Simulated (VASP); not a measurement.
An input for Ansatz (written as the equivalent of a VASP run, and not itself run):

Ansatz 0.2 input:
```yaml
crystal:
  lattice:
    - [0.0000000, 3.0269071, 3.0269071]
    - [3.0269071, 0.0000000, 3.0269071]
    - [12.0952812, 12.0952812, 0.0123473]
  atoms:
    - { symbol: Pb, position: [0.0098453, 0.0098453, 0.9926160] }
    - { symbol: Pb, position: [0.0024198, 0.0024198, 0.2481851] }
    - { symbol: Pb, position: [0.9975802, 0.9975802, 0.5018149] }
    - { symbol: Pb, position: [0.9901547, 0.9901547, 0.7573840] }
    - { symbol: Se, position: [0.5060107, 0.5060107, 0.1204920] }
    - { symbol: Se, position: [0.5000000, 0.5000000, 0.3750000] }
    - { symbol: Se, position: [0.4939893, 0.4939893, 0.6295080] }
    - { symbol: S, position: [0.5000000, 0.5000000, 0.8750000] }
kpoints:
  mp_grid: { grid: [6, 6, 2] }
hamiltonian:
  xc: pbesol
  pseudopotentials: { kind: paw }
scf:
  occupations: { method: gaussian, width: 0.05 }
  max_iter: 100
relax:
  max_steps: 60
  f_tol: 0.02
  cell: {}
output: { forces: true, stress: true, eigenvalues: true }
```

Write the VASP files for the same calculation (PBEsol).

Several could match; the one computed here: 
**POSCAR**
```
Pb4SSe3
1.0
  0.0000000000   3.0269071258   3.0269071258
  3.0269071258   0.0000000000   3.0269071258
 12.0952811867  12.0952811867   0.0123473164
Pb Se S
4 3 1
Cart
 12.0357707826  12.0357707826   0.0718577205
  3.0091935123   3.0091935123   0.0177136138
  9.0891745035   9.0891745035   6.0453611251
 12.1578784199  12.1578784199   6.0035643348
  2.9890318071   2.9890318071   3.0647824448
  6.0491840079   6.0491840079   3.0315373695
  9.1093362087   9.1093362087   2.9982922941
 12.0968246013  12.0968246013   3.0377110277
```

INCAR:
```
SYSTEM = Pb4SSe3
PREC = Accurate; ENCUT = 400; LREAL = F
LASPH = T
EDIFF = 1E-6; NELM = 100; ALGO = Normal
LMAXMIX = 4
ISMEAR = 0; SIGMA = 0.05
GGA = PS
IBRION = 2; NSW = 60; ISIF = 3
EDIFFG = -0.02
LWAVE = F; LCHARG = F
```

**KPOINTS**
```
Automatic mesh
0
Gamma
6 6 2
0 0 0
```

POTCAR, in this order: Pb_d Se S (PBE.64 set). Program: vasp_std.

The two are equivalent in intent, not identical: each code has its own PAW files, so the cut-off isn't converted (ENCUT is set for VASP's; basis.ecutwfc is left out, and Ansatz then takes the one that its files recommend); Ansatz stops its SCF on the density residual and VASP on the energy change (EDIFF).

The structure was generated: Pb4SSe3 was put into an ordered model structure (R-3m), which need not be its known phase. This run relaxes it. Symmetry was kept, so distortions that lower it aren't found. The start is the result of an earlier pass.
